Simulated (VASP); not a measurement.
VASP input:

File KPOINTS:
```
Automatic mesh
0
Gamma
9 9 9
0 0 0
```

File POSCAR:
```
PbS
1.0
  0.0000000000   2.6426547508   2.6426547508
  2.6426547508   0.0000000000   2.6426547508
  2.6426547508   2.6426547508   0.0000000000
Pb S
1 1
Cart
  0.0000000000   0.0000000000   0.0000000000
  2.6426547508   2.6426547508   2.6426547508
```

### INCAR
```
SYSTEM = PbS
PREC = Accurate; ENCUT = 500; LREAL = .FALSE.
LASPH = .TRUE.
EDIFF = 1E-6; NELM = 100; ALGO = Normal
LMAXMIX = 4
ISMEAR = 0; SIGMA = 0.05
GGA = PE
IBRION = 2; NSW = 40; ISIF = 3
EDIFFG = -0.02; PSTRESS = 450
LWAVE = .FALSE.; LCHARG = .FALSE.
```

POTCAR, in this order: Pb_d S (PBE.64 set). Program: vasp_std.

**Question.** Write an equivalent input for Quantum ESPRESSO's pw.x.

**Answer.** One equivalent input (not run):
```
&CONTROL
  calculation = 'vc-relax'
  pseudo_dir = './pseudo'
  outdir = './out'
  tprnfor = .true.
  tstress = .true.
  nstep = 40
  forc_conv_thr = 0.00078
/
&SYSTEM
  ibrav = 0
  nat = 2
  ntyp = 2
  ecutwfc = 62.5
  occupations = 'smearing'
  smearing = 'gaussian'
  degauss = 0.003675
  input_dft = 'pbe'
/
&ELECTRONS
  conv_thr = 7.3e-08
  electron_maxstep = 100
/
&IONS
/
&CELL
  press = 450
/
ATOMIC_SPECIES
  Pb 207.200 Pb.upf
  S 32.060 S.upf
CELL_PARAMETERS angstrom
     0.0000000    2.6426548    2.6426548
     2.6426548    0.0000000    2.6426548
     2.6426548    2.6426548    0.0000000
ATOMIC_POSITIONS crystal
  Pb   0.0000000  0.0000000  0.0000000
  S    0.5000000  0.5000000  0.5000000
K_POINTS automatic
  9 9 9 0 0 0
```
Limits of the translation: the potentials are each code's own (VASP's PAW set, PseudoDojo norm-conserving files in pw.x), so ENCUT and ecutwfc are chosen apart and not converted; conv_thr bounds pw.x's estimated SCF error, while EDIFF bounds the energy change between steps; forc_conv_thr acts on force components and is met together with etot_conv_thr.

The compound is PbS in the rock salt structure. This run relaxes it under an external pressure of 45 GPa. Symmetry was kept, so distortions that lower it aren't found.
